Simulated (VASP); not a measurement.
Energy against volume of GaSb (zinc blende). These are optB86b-vdW, VASP's PBE PAW potentials (set 64) (plane waves; VASP) values and carry that method's errors. Run with 520 eV cut-off, 10×10×10 Γ-centred mesh, first-order Methfessel-Paxton smearing of 0.10 eV, potentials Ga_d Sb.

| V (Å³/atom) | E (eV/atom) |
|---|---|
| 28.433 | -1.05136 |
| 29.312 | -1.05533 |
| 30.192 | -1.05135 |
| 31.071 | -1.04074 |

Q: Fit these four points and predict the energy of the run at 27.554 Å³/atom.

A: A cubic in V^(−2/3), the third-order Birch-Murnaghan form, passes through the four points with V0 = 29.29 Å³/atom and B0 = 48 GPa, and gives -1.0379 eV/atom there. The run gave -1.0382 eV/atom, -0.3 meV/atom from the fit; all five points give B0 = 48 GPa.

The compound is GaSb in the zinc blende structure. It was relaxed first.
